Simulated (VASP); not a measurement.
A run of VASP 6.6.1 is set up as follows.

INCAR

```
SYSTEM = SiC3
PREC = Accurate
ENCUT = 520
EDIFF = 1E-6
ISMEAR = 0
SIGMA = 0.01
LREAL = .False.
LASPH = .True.
NELM = 100
ALGO = Normal
ISIF = 2
LWAVE = .False.
LCHARG = .True.
GGA = PE
LELF = .True.
LVHAR = .True.
NBANDS = 16
```

File KPOINTS:

```
regular mesh
0
Gamma
  8 8 6
  0 0 0
```

File POSCAR:

```
SiC3
1.0
    2.7964006874      0.0000000000      0.0000000000
    0.0000000000      2.7964006874      0.0000000000
    0.0000000000      0.0000000000      4.0900436006
C Si
3 1
Direct
    0.5000000000      0.0000000000      0.7862689761
    0.5000000000      0.5000000000      0.0000000000
    0.0000000000      0.5000000000      0.2137310239
    0.0000000000      0.0000000000      0.5000000000
```

Potentials or basis: VASP PAW PBE potentials, release 64 (C, Si).

Run with:

```bash
$ cat potpaw_PBE.64/C/POTCAR potpaw_PBE.64/Si/POTCAR > POTCAR
$ mpirun -np 1 vasp_std > vasp.out
```

Question: What does it give for the band gap on the k mesh?

Answer: 1.51 eV, indirect (least direct gap 1.86 eV).

Question: Estimate the largest force.

Answer: 0.322 eV/Å.

Question: Predict the pressure.

Answer: 3.3 GPa.

Forces in eV/Å, atoms in the order of the input:
```
C    0.000  0.000  0.322
C    0.000  0.000  0.000
C    0.000  0.000 -0.322
Si   0.000  0.000  0.000
```

A k mesh can miss the band edges. As with any semilocal functional, this PBE gap is likely too small.
